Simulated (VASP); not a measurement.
Level of theory: PBE GGA, VASP's PBE PAW potentials (set 64) (plane waves; VASP).

VASP ran on this input.

File POSCAR:
```
BN
1
    1.2775625614    -2.2128034879     0.0000000000
    1.2775625614     2.2128034879     0.0000000000
    0.0000000000     0.0000000000     4.2254280639
B N
2 2
Direct
  0.6666670000   0.3333330000   0.5002373476
  0.3333330000   0.6666670000   0.0002373476
  0.6666670000   0.3333330000   0.8747626524
  0.3333330000   0.6666670000   0.3747626524
```

INCAR:
```
ALGO = Normal
EDIFF = 1E-6
EDIFFG = -0.02
ENCUT = 620
GGA = PE
IBRION = 2
ISIF = 3
ISMEAR = 0
LASPH = T
LCHARG = F
LREAL = F
LWAVE = F
NELM = 100
NSW = 40
PREC = Accurate
SIGMA = 0.05
SYSTEM = BN
```

File KPOINTS:
```
Automatic mesh
0
G
10 10 5
0 0 0
```

POTCAR, in this order: B N (PBE.64 set). Program: vasp_std.

The run wrote:

File OSZICAR:
```
       N       E                     dE             d eps       ncg     rms          rms(c)
DAV:   1     0.643026543112E+02    0.64303E+02   -0.98194E+03  1008   0.150E+03
DAV:   2    -0.334536150927E+02   -0.97756E+02   -0.90053E+02  1428   0.326E+02
DAV:   3    -0.367304852934E+02   -0.32769E+01   -0.32617E+01  1340   0.590E+01
DAV:   4    -0.367535998217E+02   -0.23115E-01   -0.23096E-01  1272   0.510E+00
DAV:   5    -0.367539065597E+02   -0.30674E-03   -0.30618E-03  1320   0.529E-01    0.937E+00
DAV:   6    -0.350048042947E+02    0.17491E+01   -0.47987E+00  1304   0.194E+01    0.446E+00
DAV:   7    -0.348716518534E+02    0.13315E+00   -0.22768E-01  1208   0.526E+00    0.268E+00
DAV:   8    -0.348427223491E+02    0.28930E-01   -0.74456E-02  1112   0.257E+00    0.239E-01
DAV:   9    -0.348415966286E+02    0.11257E-02   -0.26528E-03  1300   0.622E-01    0.124E-01
DAV:  10    -0.348418592941E+02   -0.26267E-03   -0.41320E-04  1184   0.204E-01    0.282E-02
DAV:  11    -0.348418631774E+02   -0.38833E-05   -0.74333E-05  1304   0.784E-02    0.137E-02
DAV:  12    -0.348418641214E+02   -0.94403E-06   -0.87449E-06  1276   0.295E-02
   1 F= -.34841864E+02 E0= -.34841864E+02  d E =-.348419E+02
```

### OUTCAR
```
------------------------ aborting loop because EDIFF is reached ----------------------------------------
  FORCE on cell =-STRESS in cart. coord.  units (eV):
  Direction    XX          YY          ZZ          XY          YZ          ZX
  --------------------------------------------------------------------------------------
  Total       -0.0497571     -0.0497571     -0.0509626      0.0000000     -0.0000000      0.0000000
  in kB       -3.3368771     -3.3368778     -3.4177182      0.0000000     -0.0000000      0.0000000
  external PRESSURE =      -3.3638244 kB  Pullay stress =       0.0000000 kB
  volume of cell :       23.89
      direct lattice vectors                 reciprocal lattice vectors
     1.277562561 -2.212803488  0.000000000     0.391370266 -0.225957706  0.000000000
     1.277562561  2.212803488  0.000000000     0.391370266  0.225957706  0.000000000
     0.000000000  0.000000000  4.225428064     0.000000000  0.000000000  0.236662413
  FREE ENERGIE OF THE ION-ELECTRON SYSTEM (eV)
  ---------------------------------------------------
  free  energy   TOTEN  =       -34.8418641214 eV

  energy  without entropy=      -34.8418641214  energy(sigma->0) =      -34.84186412

 reached required accuracy - stopping structural energy minimisation
```
(Selected blocks of OUTCAR.)

**OUTCAR**
```
 val. band max:        7.4224672450   @ k =   0.0000   0.0000   0.0000

 cond. band min:      12.8190145121   @ k =   0.3000   0.3000   0.0000


 Fermi energy:         7.7078938977

 k-point     1 :       0.0000    0.0000    0.0000
  band No.  band energies     occupation
      1     -12.8579      2.00000
      2      -8.7540      2.00000
      3      -3.3938      2.00000
      4       5.3192      2.00000
      5       5.3193      2.00000
      6       7.1551      2.00000
      7       7.4224      2.00000
      8       7.4225      2.00000
      9      15.7489      0.00000
     10      15.7489      0.00000
     11      15.9728      0.00000
     12      16.8183      0.00000

 k-point     2 :       0.1000   -0.0000    0.0000
  band No.  band energies     occupation
      1     -12.6425      2.00000
      2      -8.5897      2.00000
      3      -3.1803      2.00000
      4       4.3554      2.00000
      5       4.9289      2.00000
      6       6.6189      2.00000
      7       6.9432      2.00000
      8       7.1990      2.00000
      9      15.4218      0.00000
     10      16.1699      0.00000
     11      16.3015      0.00000
     12      17.5032      0.00000

 k-point     3 :       0.2000   -0.0000    0.0000
  band No.  band energies     occupation
      1     -12.0066      2.00000
      2      -8.1324      2.00000
      3      -2.5516      2.00000
      4       2.2033      2.00000
      5       4.0863      2.00000
      6       4.7594      2.00000
      7       6.3025      2.00000
      8       6.6234      2.00000
      9      14.9189      0.00000
     10      16.7294      0.00000
     11      17.0628      0.00000
     12      18.2617      0.00000

 k-point     4 :       0.3000   -0.0000    0.0000
  band No.  band energies     occupation
      1     -10.9911      2.00000
      2      -7.5349      2.00000
      3      -1.5585      2.00000
      4      -0.0777      2.00000
      5       2.6166      2.00000
      6       3.2564      2.00000
...
```

The compound is BN in the wurtzite structure, a metastable high-pressure form. It was relaxed first.
